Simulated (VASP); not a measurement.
Sn2Ge:

```
Sn Ge
1.0
     4.39000    0.00000    0.00000
    -2.19500    3.80185    0.00000
     0.00000    0.00000   10.76000
Sn Ge
4 2
Cartesian
  0.0000 0.0000 9.4150
  0.0000 2.5346 8.5187
  0.0000 0.0000 1.3450
  2.1950 1.2673 2.2413
  0.0000 2.5346 5.8287
  2.1950 1.2673 4.9313
```

The cell was built by a generator and needn't be a form met in nature.

| Quantity | Value |
| --- | --- |
| Program | VASP 6.6.1 |
| Task | relaxation of cell and atoms |
| Functional | PBE |
| Potentials or basis | VASP PAW PBE potentials, release 64 (Sn_d, Ge_d) |
| Cutoff | 520 eV |
| k mesh | 5 × 5 × 2 |
| Occupations | gaussian, width 0.15 eV |
| Spin | no spin polarisation |

At the start: pressure 5.2 GPa; volume 29.93 Å³/atom.

Question: Where does the relaxation end?

Answer: Over 23 steps the energy falls by 93.1 meV/atom and the volume is 32.83 Å³/atom (+9.7 %); space group P-3m1 (No. 164, to 0.05 Å).

Step by step:
| step | energy change (eV) | largest force (eV/Å) | pressure (GPa) | volume (Å³) |
| --- | --- | --- | --- | --- |
| 1 | 0.0000 | 1.1667 | 5.16 | 179.59 |
| 2 | -0.3870 | 0.4437 | 0.36 | 205.78 |
| 3 | -0.3477 | 0.3563 | -1.33 | 210.25 |
| 4 | -0.3724 | 0.4359 | -3.44 | 207.75 |
| 5 | -0.3832 | 0.4695 | -1.09 | 206.33 |
| 6 | -0.4740 | 0.5024 | -0.55 | 199.39 |
| 7 | -0.4941 | 0.5459 | -1.06 | 195.85 |
| 8 | -0.4702 | 0.6438 | 0.43 | 188.91 |
| 9 | -0.4855 | 0.2160 | 3.28 | 185.81 |
| 10 | -0.4874 | 0.4193 | 1.03 | 186.93 |
| 11 | -0.4875 | 0.2929 | 2.51 | 186.42 |
| 12 | -0.5163 | 0.1116 | 2.05 | 187.85 |
| 13 | -0.5274 | 0.2284 | 1.53 | 189.70 |
| 14 | -0.5477 | 0.1212 | 1.15 | 191.78 |
| 15 | -0.5557 | 0.1656 | 0.42 | 197.36 |
| 16 | -0.5501 | 0.2145 | -1.18 | 198.48 |
| 17 | -0.5550 | 0.1274 | -0.04 | 197.53 |
| 18 | -0.5566 | 0.0887 | -0.41 | 197.44 |
| 19 | -0.5577 | 0.0321 | -0.31 | 197.27 |
| 20 | -0.5576 | 0.0736 | -0.37 | 197.32 |
| 21 | -0.5577 | 0.0234 | -0.42 | 197.29 |
| 22 | -0.5577 | 0.0311 | -0.42 | 197.28 |
| 23 | -0.5583 | 0.0552 | -0.20 | 196.95 |

Final structure:
```cif
data_structure
_symmetry_space_group_name_H-M 'P 1'
_symmetry_Int_Tables_number 1
_cell_length_a 4.5342
_cell_length_b 4.5342
_cell_length_c 11.0620
_cell_angle_alpha 90.000
_cell_angle_beta 90.000
_cell_angle_gamma 120.000
_cell_volume 196.95
loop_
_atom_site_label
_atom_site_type_symbol
_atom_site_fract_x
_atom_site_fract_y
_atom_site_fract_z
_atom_site_occupancy
Sn1 Sn 0.00000 0.00000 0.87071 1
Sn2 Sn 0.33333 0.66667 0.77353 1
Sn3 Sn 0.00000 0.00000 0.12929 1
Sn4 Sn 0.66667 0.33333 0.22647 1
Ge1 Ge 0.33333 0.66667 0.52936 1
Ge2 Ge 0.66667 0.33333 0.47064 1
```
